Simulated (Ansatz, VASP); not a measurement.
## Two plane-wave programs on BaTaCuO5

The input INCAR:

```
SYSTEM = BaTaCuO5
ALGO     = Normal         ! electronic algorithm
EDIFF    = 1E-7           ! SCF threshold, eV
ENCUT    = 520            ! plane-wave cutoff, eV
GGA      = PE             ! functional
ISIF     = 2              ! what is computed and relaxed
ISMEAR   = -1             ! smearing method
LASPH    = .True.         ! aspherical terms in the spheres
LCHARG   = .False.        ! write CHGCAR
LREAL    = .False.        ! projectors in reciprocal space
LWAVE    = .False.        ! write WAVECAR
NBANDS   = 41             ! bands
NELM     = 80             ! most SCF steps
PREC     = Accurate       ! precision mode
SIGMA    = 0.05           ! smearing width, eV
```

File KPOINTS:

```
k-points
0
Gamma
  7 7 3
  0 0 0
```

Contents of POSCAR:

```
BaTaCuO5
1.0
    3.7797950694      0.0000000000      0.0000000000
    0.0000000000      3.7797950694      0.0000000000
    0.0000000000      0.0000000000      9.1112893665
Ta Ba Cu O
1 1 1 5
Direct
    0.0000000000      0.0000000000      0.7083950000
    0.5000000000      0.5000000000      0.0293030000
    0.0000000000      0.0000000000      0.2753060000
    0.0000000000      0.0000000000      0.9122970000
    0.0000000000      0.5000000000      0.2356750000
    0.5000000000      0.0000000000      0.2356750000
    0.0000000000      0.5000000000      0.6636100000
    0.5000000000      0.0000000000      0.6636100000
```

File input.yaml:

```yaml
crystal:
  lattice:
    - [3.7797950694, 0.0, 0.0]
    - [0.0, 3.7797950694, 0.0]
    - [0.0, 0.0, 9.1112893665]
  atoms:
    - { symbol: Ta, position: [0.0, 0.0, 0.708395] }
    - { symbol: Ba, position: [0.5, 0.5, 0.029303] }
    - { symbol: Cu, position: [0.0, 0.0, 0.275306] }
    - { symbol: O, position: [0.0, 0.0, 0.912297] }
    - { symbol: O, position: [0.0, 0.5, 0.235675] }
    - { symbol: O, position: [0.5, 0.0, 0.235675] }
    - { symbol: O, position: [0.0, 0.5, 0.66361] }
    - { symbol: O, position: [0.5, 0.0, 0.66361] }
hamiltonian:
  xc: pbe
  pseudopotentials: { kind: paw }
kpoints:
  mp_grid: { grid: [7, 7, 3] }
scf:
  occupations: { method: fermi_dirac, width: 0.05 }
output:
  forces: true
  stress: true
  eigenvalues: true
```

Change from the starting cell: volume scaled by 0.98.

Alike in both runs: task single point; functional PBE; k mesh 7 × 7 × 3; occupations fermi-dirac, width 0.05 eV; no spin polarisation.

|  | VASP | Ansatz |
| --- | --- | --- |
| version | VASP 6.6.1 | Ansatz 0.2.0 |
| potentials or method | VASP PAW PBE potentials, release 64 (Ta_pv, Ba_sv, Cu, O) | Ansatz PAW |
| plane-wave cutoff (eV) | 520 | 420 |
| valence electrons in the cell | 62 | 72 |

```tsv
	VASP	Ansatz	Ansatz less VASP
gap on the k mesh at the Fermi level (eV)	none	none	-
pressure (GPa)	2.4	1.2	-1.24
largest component of the traceless stress (GPa)	0.92	0.74	-0.181
rms of the force components (eV/Å)	0.073	0.069	-0.0043
```

Atom by atom the forces differ by 0.066 eV/Å (rms over components). A gap of «none» marks a metal or a gap that the smearing closes. The two sets of potentials don't hold the same shells in valence.

Caveats: the run has no spin polarisation, though such a crystal can be magnetic; semilocal functionals often make such compounds metallic where correlation or magnetic order opens a gap, which also shifts bond lengths; the pressure holds a Pulay correction of +0.5 GPa for the finite cutoff (Ansatz). Spin-orbit coupling is left out, which matters for the levels of Ba, Ta.
